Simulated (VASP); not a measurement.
All values below come from PBE GGA, VASP's PBE PAW potentials (set 64) (plane waves; VASP).

VASP ran on this input.

### KPOINTS
```
Automatic mesh
0
Gamma
7 7 7
0 0 0
```

POSCAR:
```
AgCl
1
    0.0000000000     2.8305000000     2.8305000000
    2.8305000000     0.0000000000     2.8305000000
    2.8305000000     2.8305000000     0.0000000000
Ag Cl
1 1
Direct
  0.0000000000   0.0000000000   0.0000000000
  0.5000000000   0.5000000000   0.5000000000
```

**INCAR**
```
ALGO=Normal
EDIFF=1E-6
ENCUT=400
GGA=PE
ISIF=2
ISMEAR=0
LASPH=.True.
LCHARG=.False.
LMAXMIX=4
LREAL=.False.
LWAVE=.False.
NELM=100
PREC=Accurate
SIGMA=0.05
SYSTEM=AgCl
```

POTCAR, in this order: Ag Cl (PBE.64 set). Program: vasp_std.

The run wrote:

OSZICAR:
```
       N       E                     dE             d eps       ncg     rms          rms(c)
DAV:   1     0.897668395759E+02    0.89767E+02   -0.76160E+03   528   0.997E+02
DAV:   2    -0.177479909878E+01   -0.91542E+02   -0.85558E+02   630   0.228E+02
DAV:   3    -0.556128635231E+01   -0.37865E+01   -0.37733E+01   600   0.504E+01
DAV:   4    -0.559371964796E+01   -0.32433E-01   -0.32429E-01   620   0.520E+00
DAV:   5    -0.559419510713E+01   -0.47546E-03   -0.47546E-03   580   0.621E-01    0.538E+00
DAV:   6    -0.540088767325E+01    0.19331E+00   -0.34518E-01   561   0.789E+00    0.356E+00
DAV:   7    -0.539712048062E+01    0.37672E-02   -0.10663E-01   520   0.261E+00    0.186E+00
DAV:   8    -0.539648976394E+01    0.63072E-03   -0.61896E-03   555   0.962E-01    0.294E-01
DAV:   9    -0.539653773244E+01   -0.47968E-04   -0.75885E-04   570   0.421E-01    0.549E-02
DAV:  10    -0.539662166819E+01   -0.83936E-04   -0.15949E-04   530   0.121E-01    0.329E-02
DAV:  11    -0.539662694741E+01   -0.52792E-05   -0.50030E-06   585   0.204E-02    0.538E-03
DAV:  12    -0.539662701516E+01   -0.67756E-07   -0.31169E-07   375   0.588E-03
   1 F= -.53966270E+01 E0= -.53966270E+01  d E =-.356753E-15
```

OUTCAR:
```
------------------------ aborting loop because EDIFF is reached ----------------------------------------
  FORCE on cell =-STRESS in cart. coord.  units (eV):
  Direction    XX          YY          ZZ          XY          YZ          ZX
  --------------------------------------------------------------------------------------
  Total       -0.3717838     -0.3717838     -0.3717838      0.0000000      0.0000000     -0.0000000
  in kB      -13.1335320    -13.1335320    -13.1335320      0.0000000      0.0000000     -0.0000000
  external PRESSURE =     -13.1335320 kB  Pullay stress =       0.0000000 kB
  volume of cell :       45.35
      direct lattice vectors                 reciprocal lattice vectors
     0.000000000  2.830500000  2.830500000    -0.176647235  0.176647235  0.176647235
     2.830500000  0.000000000  2.830500000     0.176647235 -0.176647235  0.176647235
     2.830500000  2.830500000  0.000000000     0.176647235  0.176647235 -0.176647235
  FREE ENERGIE OF THE ION-ELECTRON SYSTEM (eV)
  ---------------------------------------------------
  free  energy   TOTEN  =        -5.3966270152 eV

  energy  without entropy=       -5.3966270152  energy(sigma->0) =       -5.39662702
```
(Selected blocks of OUTCAR.)

The compound is AgCl in the rock salt structure. The cell was not relaxed at this level.
